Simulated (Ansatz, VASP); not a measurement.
**One calculation of Mg3C, two programs**

```
Mg C
1.0
     4.41010    0.00000    0.00000
    -2.20505    3.81926    0.00000
     0.00000    0.00000    4.30094
Mg C
3 1
Direct
  0.00000 0.00000 0.50000
  0.33333 0.66667 0.00000
  0.66667 0.33333 0.00000
  0.00000 0.00000 0.00000
```

Change from the starting cell: species swapped into the Li3N type (P6/mmm, No. 191).

Alike in both runs: functional PBE; k mesh 6 × 6 × 4; occupations gaussian, width 0.1 eV; no spin polarisation.

Ansatz relaxed the structure, and its values are those at the end. VASP's run is a single point on that final structure, the one shown.

|  | VASP | Ansatz |
| --- | --- | --- |
| version | VASP 6.6.1 | Ansatz 0.2.0 |
| potentials or method | VASP PAW PBE potentials, release 64 (Mg, C) | scalar-relativistic, plane waves, PAW |
| plane-wave cutoff (eV) | 520 | 420 |
| valence electrons in the cell | 10 | 34 |

|  | VASP | Ansatz | Ansatz less VASP |
| --- | --- | --- | --- |
| gap on the k mesh at the Fermi level (eV) | none | none | - |
| pressure (GPa) | 0.0 | 0.1 | +0.11 |

A gap of «none» marks a metal or a gap that the smearing closes. The functional is the same, so the differences come from potentials, cutoffs and numerics. The two sets of potentials don't hold the same shells in valence.

Caveats: the k mesh is coarse (spacing up to 0.37 Å⁻¹), so the values aren't converged.
